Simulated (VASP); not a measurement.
# Be3AsP (Pm-3m) in VASP: a series of runs

One crystal, Be3AsP, is run at these levels: PBEsol; tasks: single point.

Everything below comes from runs of VASP 6.6.1. Logs are shortened: lines on timing, memory, paths and dates and some standing lists are left out, and cuts for length are marked.

## Step 1: The structure

Symmetry: Pm-3m, No. 221, cubic system. Conventional cell: a = 4.104 Å, b = 4.104 Å, c = 4.104 Å, α = 90.00°, β = 90.00°, γ = 90.00°. As (site symmetry m-3m) has 12 Be at 2.90 Å as nearest neighbours. Around P (site symmetry m-3m) lie 6 Be at 2.05 Å. Around Be (site symmetry 4/mmm) lie 2 P at 2.05 Å.

The cell comes from a database or a generator and needn't be the stable form of this composition.

## Step 2: Single point, PBEsol

Contents of INCAR:

```
PREC = Accurate ; ENCUT = 520
EDIFF = 1E-6 ; ISMEAR = 0
SIGMA = 0.05 ; LREAL = F
LASPH = T ; NELM = 80
ALGO = Normal ; ISIF = 2
LWAVE = F ; LCHARG = F
GGA = PS ; NBANDS = 16
```

Contents of KPOINTS:

```
Automatic mesh
0
Gamma
  4 4 4
```

Contents of POSCAR:

```
Be3AsP
1.0
    4.1044313524      0.0000000000      0.0000000000
    0.0000000000      4.1044313524      0.0000000000
    0.0000000000      0.0000000000      4.1044313524
As P Be
1 1 3
Direct
    0.0000000000      0.0000000000      0.0000000000
    0.5000000000      0.5000000000      0.5000000000
    0.5000000000      0.5000000000      0.0000000000
    0.5000000000      0.0000000000      0.5000000000
    0.0000000000      0.5000000000      0.5000000000
```

Potentials or basis: VASP PAW PBE potentials, release 64 (As, P, Be).

Launch:

```console
$ cat potpaw_PBE.64/As/POTCAR potpaw_PBE.64/P/POTCAR potpaw_PBE.64/Be/POTCAR > POTCAR
$ mpirun -np 1 vasp_std > vasp.out
```

OUTCAR:

```text
PREC = Accurate
   ENCUT = 520
   EDIFF = 1E-6
   ISMEAR = 0
   LREAL = F
   LASPH = T
   NELM = 80
   ISIF = 2
   GGA = PS

 ion  position               nearest neighbor table
   1  0.000  0.000  0.000-
   2  0.500  0.500  0.500-   3 2.05   4 2.05   5 2.05   3 2.05   4 2.05   5 2.05
   3  0.500  0.500  0.000-   2 2.05   2 2.05
   4  0.500  0.000  0.500-   2 2.05   2 2.05
   5  0.000  0.500  0.500-   2 2.05   2 2.05

  LATTYP: Found a simple cubic cell.
 ALAT       =     4.1044313524

  Lattice vectors:

 A1 = (   4.1044313524,   0.0000000000,   0.0000000000)
 A2 = (   0.0000000000,   4.1044313524,   0.0000000000)
 A3 = (   0.0000000000,   0.0000000000,   4.1044313524)

Analysis of symmetry for initial positions (statically):
=====================================================================
 Subroutine PRICEL returns:
 Original cell was already a primitive cell.

 Routine SETGRP: Setting up the symmetry group for a
 simple cubic supercell.

 Subroutine GETGRP returns: Found 48 space group operations
 (whereof 48 operations were pure point group operations)
 out of a pool of 48 trial point group operations.

The static configuration has the point symmetry O_h .

Analysis of symmetry for dynamics (positions and initial velocities):
=====================================================================
 Subroutine PRICEL returns:
 Original cell was already a primitive cell.

 Routine SETGRP: Setting up the symmetry group for a
 simple cubic supercell.

 Subroutine GETGRP returns: Found 48 space group operations
 (whereof 48 operations were pure point group operations)
 out of a pool of 48 trial point group operations.

The dynamic configuration has the point symmetry O_h .

 Subroutine INISYM returns: Found 48 space group operations
 (whereof 48 operations are pure point group operations),
 and found     1 'primitive' translations

----------------------------------------------------------------------------------------

                                     Primitive cell

  volume of cell :      69.1447

  direct lattice vectors                    reciprocal lattice vectors
     4.104431352  0.000000000  0.000000000     0.243639110  0.000000000  0.000000000
     0.000000000  4.104431352  0.000000000     0.000000000  0.243639110  0.000000000
     0.000000000  0.000000000  4.104431352     0.000000000  0.000000000  0.243639110

  length of vectors
     4.104431352  4.104431352  4.104431352     0.243639110  0.243639110  0.243639110

  position of ions in fractional coordinates (direct lattice)
     0.000000000  0.000000000  0.000000000
     0.500000000  0.500000000  0.500000000
     0.500000000  0.500000000  0.000000000
     0.500000000  0.000000000  0.500000000
     0.000000000  0.500000000  0.500000000

  ion indices of the primitive-cell ions
   primitive index   ion index
                 1           1
                 2           2
                 3           3
                 4           4
                 5           5

----------------------------------------------------------------------------------------

 KPOINTS: Automatic mesh

Automatic generation of k-mesh.
 Grid dimensions read from file:
 generate k-points for:    4    4    4

 Generating k-lattice:

  Cartesian coordinates                     Fractional coordinates (reciprocal lattice)
     0.060909777  0.000000000  0.000000000     0.250000000  0.000000000  0.000000000
     0.000000000  0.060909777  0.000000000     0.000000000  0.250000000  0.000000000
     0.000000000  0.000000000  0.060909777     0.000000000  0.000000000  0.250000000

  Length of vectors
     0.060909777  0.060909777  0.060909777

  Shift w.r.t. Gamma in fractional coordinates (k-lattice)
     0.000000000  0.000000000  0.000000000

 Subroutine IBZKPT returns following result:
 ===========================================

 Found     10 irreducible k-points:

 Following reciprocal coordinates:
            Coordinates               Weight
  0.000000  0.000000  0.000000      1.000000
  0.250000  0.000000  0.000000      6.000000
  0.500000  0.000000  0.000000      3.000000
  0.250000  0.250000  0.000000     12.000000
  0.500000  0.250000  0.000000     12.000000
  0.500000  0.500000  0.000000      3.000000
  0.250000  0.250000  0.250000      8.000000
  0.500000  0.250000  0.250000     12.000000
  0.500000  0.500000  0.250000      6.000000
  0.500000  0.500000  0.500000      1.000000
   k-points           NKPTS =     10   k-points in BZ     NKDIM =     10   number of bands    NBANDS=     16
   number of dos      NEDOS =    301   number of ions     NIONS =      5
   total plane-waves  NPLWV =  32768
   dimension x,y,z NGX =    32 NGY =   32 NGZ =   32
   dimension x,y,z NGXF=    64 NGYF=   64 NGZF=   64
   ions per type =               1   1   3
   NGX,Y,Z   is equivalent  to a cutoff of  12.96, 12.96, 12.96 a.u.
   NGXF,Y,Z  is equivalent  to a cutoff of  25.92, 25.92, 25.92 a.u.
 SYSTEM =  unknown system
[... 61 lines left out ...]
  band No.  band energies     occupation
      1      -7.8006      2.00000
      2      -3.4892      2.00000
      3      -0.0669      2.00000
      4      -0.0669      2.00000
      5      -0.0669      2.00000
      6       5.3561      2.00000
[... 8 lines left out ...]
     15      12.0096      0.00000
     16      12.0096      0.00000

 k-point     2 :       0.2500    0.0000    0.0000
  band No.  band energies     occupation
      1      -7.4790      2.00000
      2      -4.2888      2.00000
      3       0.2458      2.00000
      4       0.2458      2.00000
      5       0.2810      2.00000
      6       3.9082      2.00000
[... 8 lines left out ...]
     15      12.3878      0.00000
     16      12.4075      0.00000

 k-point     3 :       0.5000    0.0000    0.0000
  band No.  band energies     occupation
      1      -6.9711      2.00000
      2      -5.1966      2.00000
      3       0.6666      2.00000
      4       0.6666      2.00000
      5       0.8771      2.00000
      6       2.6231      2.00000
[... 8 lines left out ...]
     15      10.5673      0.00000
     16      11.7840      0.00000

 k-point     4 :       0.2500    0.2500    0.0000
  band No.  band energies     occupation
      1      -7.2105      2.00000
      2      -4.4636      2.00000
      3      -0.8489      2.00000
      4       0.5245      2.00000
      5       0.7360      2.00000
      6       3.3225      2.00000
[... 8 lines left out ...]
     15      10.5561      0.00000
     16      12.5677      0.00000

 k-point     5 :       0.5000    0.2500    0.0000
  band No.  band energies     occupation
      1      -6.8368      2.00000
      2      -4.8484      2.00000
      3      -0.6408      2.00000
      4      -0.2897      2.00000
      5       0.8809      2.00000
      6       4.1391      2.00000
[... 8 lines left out ...]
     15      10.6420      0.00000
     16      12.8408      0.00000

 k-point     6 :       0.5000    0.5000    0.0000
  band No.  band energies     occupation
      1      -6.6855      2.00000
      2      -4.3432      2.00000
      3      -1.4370      2.00000
      4      -1.4370      2.00000
      5       1.1339      2.00000
      6       5.4478      2.00000
[... 8 lines left out ...]
     15      12.1413      0.00000
     16      13.0695      0.00000

 k-point     7 :       0.2500    0.2500    0.2500
  band No.  band energies     occupation
      1      -6.9967      2.00000
      2      -4.4457      2.00000
      3      -0.4399      2.00000
      4      -0.4399      2.00000
      5       0.4698      2.00000
      6       3.6517      2.00000
[... 8 lines left out ...]
     15      11.7328      0.00000
     16      12.8764      0.00000

 k-point     8 :       0.5000    0.2500    0.2500
  band No.  band energies     occupation
      1      -6.7296      2.00000
      2      -4.5210      2.00000
      3      -0.6045      2.00000
      4      -0.3893      2.00000
      5       0.2633      2.00000
      6       2.1946      2.00000
[... 8 lines left out ...]
     15      11.5716      0.00000
     16      13.0849      0.00000

 k-point     9 :       0.5000    0.5000    0.2500
  band No.  band energies     occupation
      1      -6.6121      2.00000
      2      -4.0670      2.00000
      3      -0.9861      2.00000
      4      -0.9861      2.00000
      5       0.4588      2.00000
      6       2.5388      2.00000
[... 8 lines left out ...]
     15      12.8566      0.00000
     16      12.9894      0.00000

 k-point    10 :       0.5000    0.5000    0.5000
  band No.  band energies     occupation
      1      -6.5341      2.00000
      2      -3.7198      2.00000
      3      -0.0709      2.00000
      4      -0.0709      2.00000
      5      -0.0709      2.00000
      6       1.1988      2.00000
[... 8 lines left out ...]
     15      12.9031      0.00000
     16      12.9031      0.00000

------------------------ aborting loop because EDIFF is reached ----------------------------------------

  FORCE on cell =-STRESS in cart. coord.  units (eV):
  Direction    XX          YY          ZZ          XY          YZ          ZX
  --------------------------------------------------------------------------------------
  -------------------------------------------------------------------------------------
  Total        0.1397576      0.1397576      0.1397576      0.0000000     -0.0000000      0.0000000
  in kB        3.2383741      3.2383741      3.2383741      0.0000000     -0.0000000      0.0000000
  external PRESSURE =       3.2383741 kB  Pullay stress =       0.0000000 kB

 VOLUME and BASIS-vectors are now :
 -----------------------------------------------------------------------------
  energy-cutoff  :      520.00
  volume of cell :       69.14
      direct lattice vectors                 reciprocal lattice vectors
     4.104431352  0.000000000  0.000000000     0.243639110  0.000000000  0.000000000
     0.000000000  4.104431352  0.000000000     0.000000000  0.243639110  0.000000000
     0.000000000  0.000000000  4.104431352     0.000000000  0.000000000  0.243639110

 POSITION                                       TOTAL-FORCE (eV/Angst)
 -----------------------------------------------------------------------------------
      0.00000      0.00000      0.00000         0.000000      0.000000      0.000000
      2.05222      2.05222      2.05222         0.000000      0.000000      0.000000
      2.05222      2.05222      0.00000         0.000000      0.000000      0.000000
      2.05222      0.00000      2.05222         0.000000      0.000000      0.000000
      0.00000      2.05222      2.05222         0.000000      0.000000      0.000000
 -----------------------------------------------------------------------------------
    total drift:                                0.000000     -0.000000     -0.000000

  FREE ENERGIE OF THE ION-ELECTRON SYSTEM (eV)
  ---------------------------------------------------
  free  energy   TOTEN  =       -20.4794898572 eV

  energy  without entropy=      -20.4763364179  energy(sigma->0) =      -20.47791314
```

Run time: 8.8 s. Hardware: 1 thread of Intel Xeon Platinum 8488C (Sapphire Rapids), shared host; peak memory 0.17 GiB.

What came out:

* Free energy: -20.4795 eV
* Pressure: 0.3 GPa
* Band gap on the k mesh: none (metal or under the smearing width)

Caveat: the k mesh is coarse (spacing up to 0.38 Å⁻¹), so the values aren't converged; the PAW data sets were made with another functional, which shifts forces and pressure a little.

## Step 3: Single point, PBEsol

This run uses another cell than the first one, of 22.12 Å³/atom, 1.599 times its volume.

Contents of INCAR:

```
PREC = Accurate ; ENCUT = 520
EDIFF = 1E-6 ; ISMEAR = 0
SIGMA = 0.05 ; LREAL = False
LASPH = True ; NELM = 60
ALGO = Normal ; ISIF = 2
LWAVE = False ; LCHARG = False
GGA = PS ; NBANDS = 16
```

KPOINTS is that of step 2.

POSCAR, as its differences from that of step 2:

```diff
@@ -2,5 +2,5 @@
 1.0
-    4.1044313524      0.0000000000      0.0000000000
-    0.0000000000      4.1044313524      0.0000000000
-    0.0000000000      0.0000000000      4.1044313524
+    4.8000000000      0.0000000000      0.0000000000
+    0.0000000000      4.8000000000      0.0000000000
+    0.0000000000      0.0000000000      4.8000000000
 As P Be
```

Potentials or basis: VASP PAW PBE potentials, release 64 (As, P, Be).

Launch:

```console
$ cat potpaw_PBE.64/As/POTCAR potpaw_PBE.64/P/POTCAR potpaw_PBE.64/Be/POTCAR > POTCAR
$ mpirun -np 1 vasp_std > vasp.out
```

It took 14 s on 1 thread of Intel Xeon Platinum 8488C (Sapphire Rapids), shared host; peak memory 0.2 GiB.

Results (log left out):

```yaml
Free_energy: -17.2722 eV
Pressure: -16.7 GPa
Band_gap_on_the_k_mesh: none (metal or under the smearing width)
```

Levels at points of the mesh, in eV from the Fermi level:
```tsv
k point	band 5	band 6	band 7	band 8	band 9	band 10	band 11	band 12
(0.00, 0.00, 0.00)	-3.75	-0.30	-0.30	0.23	0.23	0.23	0.27	3.99
(0.50, 0.00, 0.00)	-3.38	-2.20	-0.42	-0.42	0.21	2.27	2.91	3.69
(0.50, 0.50, 0.00)	-3.14	-0.06	-0.06	0.00	0.35	0.36	1.95	1.95
(0.50, 0.50, 0.50)	-4.25	-2.24	-2.24	-2.24	3.49	3.49	4.20	4.20
```

Caveat: so large a pressure means that the cell lies far from this level's equilibrium, or that cutoff or potentials fall short; the potentials were made for another functional, which shifts forces and pressure.

## Step 4: Single point, PBEsol

This run uses another cell than the first one, of 19.03 Å³/atom, 1.376 times its volume.

INCAR is that of step 3.

Contents of KPOINTS:

```
regular mesh
0
Gamma
  4 4 4
```

POSCAR, as its differences from that of step 3:

```diff
@@ -2,5 +2,5 @@
 1.0
-    4.8000000000      0.0000000000      0.0000000000
-    0.0000000000      4.8000000000      0.0000000000
-    0.0000000000      0.0000000000      4.8000000000
+    4.5654550258      0.0000000000      0.0000000000
+    0.0000000000      4.5654550258      0.0000000000
+    0.0000000000      0.0000000000      4.5654550258
 As P Be
```

Launch:

```console
$ cat potpaw_PBE.64/As/POTCAR potpaw_PBE.64/P/POTCAR potpaw_PBE.64/Be/POTCAR > POTCAR
$ mpirun -np 1 vasp_std > vasp.out
```

It took 13 s on 1 thread of Intel Xeon Platinum 8488C (Sapphire Rapids), shared host; peak memory 0.21 GiB.

It converged, with:

```yaml
Free_energy: -18.8585 eV
Pressure: -15.6 GPa
Band_gap_on_the_k_mesh: none (metal or under the smearing width)
```

Levels at points of the mesh, in eV from the Fermi level:
```tsv
k point	band 4	band 5	band 6	band 7	band 8	band 9	band 10	band 11	band 12	band 13
(0.00, 0.00, 0.00)	-4.34	-4.34	-0.28	-0.28	0.19	0.19	0.19	1.02	4.18	4.18
(0.50, 0.00, 0.00)	-3.89	-3.89	-2.44	-0.71	-0.71	0.41	2.10	3.27	3.87	3.87
(0.50, 0.50, 0.00)	-5.53	-3.59	-0.14	-0.14	0.21	0.21	0.27	1.76	1.76	3.48
(0.50, 0.50, 0.50)	-4.73	-4.73	-2.85	-2.85	-2.85	3.57	3.57	4.73	4.73	4.73
```

Caveat: so large a pressure means that the cell lies far from this level's equilibrium, or that cutoff or potentials fall short; the potentials were made for another functional, which shifts forces and pressure.

## Step 5: Single point, PBEsol

This run uses another cell than the first one, of 15.23 Å³/atom, 1.101 times its volume.

Contents of INCAR:

```
PREC     = Accurate       # precision mode
ENCUT    = 520            # plane-wave cutoff, eV
EDIFF    = 1E-7           # SCF threshold, eV
ISMEAR   = 0              # smearing method
SIGMA    = 0.05           # smearing width, eV
LREAL    = False          # projectors in reciprocal space
LASPH    = True           # aspherical terms in the spheres
NELM     = 80             # most SCF steps
ALGO     = Normal         # electronic algorithm
ISIF     = 2              # what is computed and relaxed
LWAVE    = False          # write WAVECAR
LCHARG   = False          # write CHGCAR
GGA      = PS             # functional
NBANDS   = 16             # bands
```

KPOINTS is that of step 4.

POSCAR, as its differences from that of step 4:

```diff
@@ -2,5 +2,5 @@
 1.0
-    4.5654550258      0.0000000000      0.0000000000
-    0.0000000000      4.5654550258      0.0000000000
-    0.0000000000      0.0000000000      4.5654550258
+    4.2381930136      0.0000000000      0.0000000000
+    0.0000000000      4.2381930136      0.0000000000
+    0.0000000000      0.0000000000      4.2381930136
 As P Be
```

Launch:

```console
$ cat potpaw_PBE.64/As/POTCAR potpaw_PBE.64/P/POTCAR potpaw_PBE.64/Be/POTCAR > POTCAR
$ mpirun -np 1 vasp_std > vasp.out
```

It took 11 s on 1 thread of Intel Xeon Platinum 8488C (Sapphire Rapids), shared host; peak memory 0.17 GiB.

Results (log left out):

```
Free energy            : -20.3191 eV
Pressure               : -7.1 GPa
Band gap on the k mesh : none (metal or under the smearing width)
```

Levels at points of the mesh, in eV from the Fermi level:
| k point | band 4 | band 5 | band 6 | band 7 | band 8 | band 9 | band 10 | band 11 | band 12 | band 13 |
| --- | --- | --- | --- | --- | --- | --- | --- | --- | --- | --- |
| (0.00, 0.00, 0.00) | -5.34 | -5.34 | -0.34 | -0.34 | 0.06 | 0.06 | 0.06 | 2.47 | 4.44 | 4.44 |
| (0.50, 0.00, 0.00) | -4.70 | -4.70 | -2.91 | -1.32 | -1.32 | 0.75 | 1.72 | 3.74 | 4.13 | 4.13 |
| (0.50, 0.50, 0.00) | -6.65 | -4.29 | -0.27 | -0.27 | 0.00 | 0.02 | 0.52 | 1.35 | 1.35 | 3.59 |
| (0.50, 0.50, 0.50) | -5.47 | -5.47 | -3.99 | -3.99 | -3.99 | 3.72 | 3.72 | 5.58 | 5.58 | 5.58 |

Caveat: the k mesh is coarse (spacing up to 0.37 Å⁻¹), so the values aren't converged; the PAW data sets were made with another functional, which shifts forces and pressure a little.

## Step 6: The runs side by side

```csv
cell,mesh quality,gap on the mesh (eV),pressure (GPa)
"Pm-3m, 13.83 Å³/atom",coarse,none,0.3
"Pm-3m, 22.12 Å³/atom",not flagged,none,-16.7
"Pm-3m, 19.03 Å³/atom",not flagged,none,-15.6
"Pm-3m, 15.23 Å³/atom",coarse,none,-7.1
```

Alike in all rows: task single point; level PBEsol; potentials or basis VASP PAW PBE potentials, release 64 (As, P, Be); no spin polarisation; k mesh 4 × 4 × 4; cutoff (eV) 520; smearing gaussian 0.05 eV.

Caveats: some runs use coarse meshes; the PAW data sets were made with another functional, which shifts forces and pressure a little (some runs); so large a pressure means that the cell lies far from this level's equilibrium, or that cutoff or potentials fall short (some runs); the potentials were made for another functional, which shifts forces and pressure (some runs).

Total energies depend on the potentials used, so only differences within one code and one set of settings carry meaning.
